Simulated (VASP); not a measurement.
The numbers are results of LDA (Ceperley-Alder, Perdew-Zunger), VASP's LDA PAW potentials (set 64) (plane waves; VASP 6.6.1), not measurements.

Input for VASP

File POSCAR:
```
WSi2
1
   -1.6181610000     1.6181610000     3.9471030000
    1.6181610000    -1.6181610000     3.9471030000
    1.6181610000     1.6181610000    -3.9471030000
Si W
2 1
Direct
  0.6650000000   0.6650000000   0.0000000000
  0.3350000000   0.3350000000   0.0000000000
  0.0000000000   0.0000000000   0.0000000000
```

**INCAR**
```
EDIFFG=-0.01
LWAVE=.FALSE.
EDIFF=1E-6   ! SCF stop (eV)
LCHARG=.FALSE.
LREAL=.FALSE.   ! projection in real space or not
IBRION=2
LASPH=.TRUE.   ! aspherical one-centre terms
LMAXMIX=6   ! l cut-off of mixed one-centre charges
ENCUT=300
NELM=100   ! most electronic steps
PREC=Accurate
SYSTEM=WSi2
SIGMA=0.1   ! width (eV)
ISMEAR=-1
NSW=50   ! most ionic steps
ALGO=Normal   ! blocked Davidson
ISIF=3
```

### KPOINTS
```
Regular mesh
0
Gamma
  6 6 8
```

POTCAR, in this order: Si W_sv (LDA.64 set). Program: vasp_std.

The resulting files:

OSZICAR:
```
       N       E                     dE             d eps       ncg     rms          rms(c)
DAV:   1     0.857520296270E+02    0.85752E+02   -0.81821E+03  2454   0.100E+03
DAV:   2    -0.255358320397E+02   -0.11129E+03   -0.10989E+03  2920   0.276E+02
DAV:   3    -0.281716613778E+02   -0.26358E+01   -0.26013E+01  3249   0.405E+01
DAV:   4    -0.281894332063E+02   -0.17772E-01   -0.17763E-01  2864   0.378E+00
DAV:   5    -0.281896572766E+02   -0.22407E-03   -0.22405E-03  3221   0.394E-01    0.244E+01
DAV:   6    -0.274199499842E+02    0.76971E+00   -0.46842E+00  2941   0.156E+01    0.813E+00
DAV:   7    -0.273200219663E+02    0.99928E-01   -0.39238E-01  2766   0.362E+00    0.461E+00
DAV:   8    -0.272911684458E+02    0.28854E-01   -0.62992E-02  3032   0.206E+00    0.275E-01
DAV:   9    -0.272906245804E+02    0.54387E-03   -0.15741E-03  2962   0.312E-01    0.166E-01
DAV:  10    -0.272904612248E+02    0.16336E-03   -0.36653E-04  2906   0.193E-01    0.365E-02
DAV:  11    -0.272904544995E+02    0.67252E-05   -0.39628E-05  3074   0.506E-02    0.169E-02
DAV:  12    -0.272904543106E+02    0.18889E-06   -0.16666E-06  2070   0.873E-03
   1 F= -.27290454E+02 E0= -.27285109E+02  d E =-.272905E+02
       N       E                     dE             d eps       ncg     rms          rms(c)
DAV:   1    -0.299043699429E+02   -0.26139E+01   -0.63967E+01  2710   0.978E+01    0.246E+01
DAV:   2    -0.274230178176E+02    0.24814E+01   -0.10504E+01  2675   0.317E+01    0.339E+00
DAV:   3    -0.271926064743E+02    0.23041E+00   -0.35629E-01  2822   0.570E+00    0.208E+00
DAV:   4    -0.271266459472E+02    0.65961E-01   -0.11947E-01  2808   0.343E+00    0.186E+00
DAV:   5    -0.271247200150E+02    0.19259E-02   -0.12093E-02  3095   0.113E+00    0.561E-01
DAV:   6    -0.271244072092E+02    0.31281E-03   -0.28144E-03  2759   0.335E-01    0.537E-02
DAV:   7    -0.271243946672E+02    0.12542E-04   -0.12546E-04  2976   0.913E-02    0.353E-02
DAV:   8    -0.271243940894E+02    0.57778E-06   -0.40944E-06  2962   0.158E-02
   2 F= -.27124394E+02 E0= -.27121506E+02  d E =0.166060E+00
       N       E                     dE             d eps       ncg     rms          rms(c)
DAV:   1    -0.286821114129E+02   -0.15577E+01   -0.30362E+01  2731   0.720E+01    0.149E+01
DAV:   2    -0.275056986707E+02    0.11764E+01   -0.84844E+00  2745   0.236E+01    0.208E+00
DAV:   3    -0.273807934348E+02    0.12491E+00   -0.45587E-01  2605   0.414E+00    0.111E+00
DAV:   4    -0.273521624605E+02    0.28631E-01   -0.66462E-02  2997   0.233E+00    0.748E-01
DAV:   5    -0.273510623362E+02    0.11001E-02   -0.11329E-02  2969   0.103E+00    0.596E-01
DAV:   6    -0.273506653654E+02    0.39697E-03   -0.31987E-03  2857   0.365E-01    0.211E-02
DAV:   7    -0.273506653823E+02   -0.16989E-07   -0.73764E-05  2906   0.576E-02    0.186E-02
DAV:   8    -0.273506645196E+02    0.86278E-06   -0.41980E-06  3010   0.140E-02
   3 F= -.27350665E+02 E0= -.27346418E+02  d E =-.602102E-01
       N       E                     dE             d eps       ncg     rms          rms(c)
DAV:   1    -0.273509131939E+02   -0.24781E-03   -0.45801E-03  2801   0.848E-01    0.188E-01
DAV:   2    -0.273507380788E+02    0.17512E-03   -0.10412E-03  2773   0.273E-01    0.257E-02
DAV:   3    -0.273507209800E+02    0.17099E-04   -0.44167E-05  2668   0.443E-02    0.147E-02
DAV:   4    -0.273507161541E+02    0.48259E-05   -0.95241E-06  2920   0.303E-02    0.126E-02
DAV:   5    -0.273507159725E+02    0.18162E-06   -0.10367E-06  1439   0.108E-02
   4 F= -.27350716E+02 E0= -.27346490E+02  d E =-.602617E-01
       N       E                     dE             d eps       ncg     rms          rms(c)
DAV:   1    -0.273508556207E+02   -0.13947E-03   -0.34129E-03  2773   0.733E-01    0.164E-01
DAV:   2    -0.273507230860E+02    0.13253E-03   -0.78802E-04  2752   0.237E-01    0.219E-02
DAV:   3    -0.273507103915E+02    0.12695E-04   -0.33275E-05  2689   0.386E-02    0.124E-02
DAV:   4    -0.273507068447E+02    0.35467E-05   -0.71752E-06  2906   0.262E-02    0.109E-02
DAV:   5    -0.273507067177E+02    0.12705E-06   -0.78318E-07  1327   0.940E-03
   5 F= -.27350707E+02 E0= -.27346500E+02  d E =-.602524E-01
       N       E                     dE             d eps       ncg     rms          rms(c)
DAV:   1    -0.273521230328E+02   -0.14162E-02   -0.36924E-02  2689   0.197E+00    0.191E-01
DAV:   2    -0.273513380462E+02    0.78499E-03   -0.16404E-03  3081   0.360E-01    0.873E-02
DAV:   3    -0.273511033852E+02    0.23466E-03   -0.52030E-04  3074   0.181E-01    0.343E-02
DAV:   4    -0.273510977765E+02    0.56087E-05   -0.36571E-05  2752   0.466E-02    0.162E-02
DAV:   5    -0.273510973210E+02    0.45553E-06   -0.10061E-06  2173   0.741E-03
   6 F= -.27351097E+02 E0= -.27346727E+02  d E =-.390603E-03
       N       E                     dE             d eps       ncg     rms          rms(c)
DAV:   1    -0.273511362445E+02   -0.38468E-04   -0.89392E-04  2668   0.306E-01    0.301E-02
DAV:   2    -0.273511174711E+02    0.18773E-04   -0.39622E-05  3067   0.562E-02    0.137E-02
DAV:   3    -0.273511117848E+02    0.56863E-05   -0.12334E-05  3081   0.277E-02    0.522E-03
DAV:   4    -0.273511116337E+02    0.15118E-06   -0.80567E-07  1308   0.719E-03
   7 F= -.27351112E+02 E0= -.27346769E+02  d E =-.404916E-03
       N       E                     dE             d eps       ncg     rms          rms(c)
DAV:   1    -0.273515940785E+02   -0.48229E-03   -0.12990E-02  2745   0.135E+00    0.285E-01
DAV:   2    -0.273511914148E+02    0.40266E-03   -0.20375E-03  2829   0.403E-01    0.438E-02
DAV:   3    -0.273511402208E+02    0.51194E-04   -0.11023E-04  2843   0.759E-02    0.221E-02
DAV:   4    -0.273511279189E+02    0.12302E-04   -0.27901E-05  3060   0.512E-02    0.196E-02
DAV:   5    -0.273511275349E+02    0.38395E-06   -0.26726E-06  2188   0.157E-02
   8 F= -.27351128E+02 E0= -.27346746E+02  d E =-.159013E-04
       N       E                     dE             d eps       ncg     rms          rms(c)
DAV:   1    -0.273512325020E+02   -0.10458E-03   -0.23263E-03  2745   0.569E-01    0.121E-01
DAV:   2    -0.273511609297E+02    0.71572E-04   -0.36091E-04  2822   0.170E-01    0.189E-02
DAV:   3    -0.273511516698E+02    0.92600E-05   -0.19571E-05  2843   0.321E-02    0.947E-03
DAV:   4    -0.273511494190E+02    0.22507E-05   -0.50126E-06  2920   0.218E-02    0.828E-03
DAV:   5    -0.273511493400E+02    0.79001E-07   -0.44154E-07  1271   0.651E-03
   9 F= -.27351149E+02 E0= -.27346785E+02  d E =-.377064E-04
       N       E                     dE             d eps       ncg     rms          rms(c)
DAV:   1    -0.273511494737E+02   -0.54653E-07   -0.40794E-06  2493   0.239E-02    0.491E-03
DAV:   2    -0.273511493409E+02    0.13281E-06   -0.56457E-07  1257   0.707E-03
  10 F= -.27351149E+02 E0= -.27346786E+02  d E =-.377072E-04
       N       E                     dE             d eps       ncg     rms          rms(c)
DAV:   1    -0.273512025066E+02   -0.53033E-04   -0.14386E-03  2787   0.403E-01    0.647E-02
DAV:   2    -0.273511605317E+02    0.41975E-04   -0.22042E-04  2865   0.124E-01    0.150E-02
DAV:   3    -0.273511551166E+02    0.54151E-05   -0.10016E-05  2899   0.225E-02    0.798E-03
DAV:   4    -0.273511534275E+02    0.16891E-05   -0.38098E-06  2406   0.168E-02    0.430E-03
DAV:   5    -0.273511534349E+02   -0.73887E-08   -0.32598E-07  1250   0.526E-03
  11 F= -.27351153E+02 E0= -.27346801E+02  d E =-.409399E-05
```

OUTCAR:
```
------------------------ aborting loop because EDIFF is reached ----------------------------------------
  FORCE on cell =-STRESS in cart. coord.  units (eV):
  Direction    XX          YY          ZZ          XY          YZ          ZX
  --------------------------------------------------------------------------------------
  Total        0.0030240      0.0030240      0.0208018      0.0000000      0.0000000     -0.0000000
  in kB        0.1227206      0.1227206      0.8441782      0.0000000      0.0000000     -0.0000000
  external PRESSURE =       0.3632065 kB  Pullay stress =       0.0000000 kB
  volume of cell :       39.48
      direct lattice vectors                 reciprocal lattice vectors
    -1.593560593  1.593560593  3.886686277     0.000000000  0.313762779  0.128644291
     1.593560593 -1.593560593  3.886686277     0.313762779  0.000000000  0.128644291
     1.593560593  1.593560593 -3.886686277     0.313762779  0.313762779  0.000000000
 POSITION                                       TOTAL-FORCE (eV/Angst)
 -----------------------------------------------------------------------------------
      0.00000      0.00000      5.17212        -0.000000     -0.000000     -0.000743
      0.00000      0.00000      2.60125         0.000000      0.000000      0.000743
      0.00000      0.00000      0.00000        -0.000000     -0.000000     -0.000000
 -----------------------------------------------------------------------------------
    total drift:                                0.000000      0.000000      0.000000
  FREE ENERGIE OF THE ION-ELECTRON SYSTEM (eV)
  ---------------------------------------------------
  free  energy   TOTEN  =       -27.3511534349 eV

  energy  without entropy=      -27.3424481951  energy(sigma->0) =      -27.34680081

 reached required accuracy - stopping structural energy minimisation
```
(Selected blocks of OUTCAR.)

CONTCAR:
```
WSi2
   1.00000000000000
    -1.5935605931254562    1.5935605931254562    3.8866862768369650
     1.5935605931254562   -1.5935605931254562    3.8866862768369650
     1.5935605931254562    1.5935605931254562   -3.8866862768369650
  Si              W
     2     1
Direct
     0.6653641795394363    0.6653641795394363    0.0000000000000000
     0.3346358204605640    0.3346358204605640    0.0000000000000000
     0.0000000000000000    0.0000000000000000    0.0000000000000000
```

At this cut-off the stress carries a Pulay error, which pulls relaxed volumes low. Energy and stress use the plane-wave basis of the starting cell.

The structure is a typed WSi2 crystal (I4/mmm). This run relaxes it. Symmetry was kept, so distortions that lower it aren't found. The k-mesh is coarse (spacing up to 0.36 per Å, 2π included), so the numbers may not be converged in it. The run is one of a series of settings (EDIFFG = -0.01, IBRION = 2, ISIF = 3, NSW = 50 against the base run), some of them coarse on purpose.
